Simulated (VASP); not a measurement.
A run of VASP 6.6.1 is set up as follows.

INCAR

```
SYSTEM = LiTiB4
PREC = Accurate ; ENCUT = 600
EDIFF = 1E-6 ; ISMEAR = -1
SIGMA = 0.05 ; LREAL = .False.
LASPH = .True. ; NELM = 80
ALGO = Fast ; ISIF = 3
LWAVE = .False. ; LCHARG = .False.
GGA = 91 ; IBRION = 2
NSW = 40 ; EDIFFG = -0.01
```

Contents of KPOINTS:

```
regular mesh
0
Gamma
  7 7 3
  0 0 0
```

The input POSCAR:

```
LiTiB4
1.0
    3.0209600000      0.0000000000      0.0000000000
   -1.5104800000      2.6162300000      0.0000000000
    0.0000000000      0.0000000000      6.7608500000
Li Ti B
1 1 4
Direct
    0.0000000000      0.0000000000      0.5000000000
    0.0000000000      0.0000000000      0.0000000000
    0.3333300000      0.6666700000      0.7673400000
    0.6666700000      0.3333300000      0.7673400000
    0.3333300000      0.6666700000      0.2326600000
    0.6666700000      0.3333300000      0.2326600000
```

Potentials or basis: VASP PAW PBE potentials, release 64 (Li_sv, Ti_sv, B).

Command:

```sh
$ cat potpaw_PBE.64/Li_sv/POTCAR potpaw_PBE.64/Ti_sv/POTCAR potpaw_PBE.64/B/POTCAR > POTCAR
$ mpirun -np 1 vasp_std > vasp.out
```

Problem. Predict the space group after relaxing (to 0.05 Å).

Solution. P6/mmm (No. 191).

Problem. Estimate the band gap on the k mesh.

Solution. None (metal or under the smearing width).

Problem. Predict the relaxed cell.

Solution. a = 3.024 Å, b = 3.024 Å, c = 6.755 Å, α = 90.00°, β = 90.00°, γ = 120.00°.

Problem. What does it give for the relaxed volume?

Solution. 8.91 Å³/atom.

Step by step:
```csv
step,energy change (eV),largest force (eV/Å),pressure (GPa),volume (Å³)
1,0.0000,0.0069,0.11,53.43
2,-0.0001,0.0056,-0.11,53.48
```

Caveat: the cutoff is under 1.25 times the usual one of these potentials, so pressure, stress and relaxed cells hold a basis-set (Pulay) error; the PAW data sets were made with another functional, which shifts forces and pressure a little.
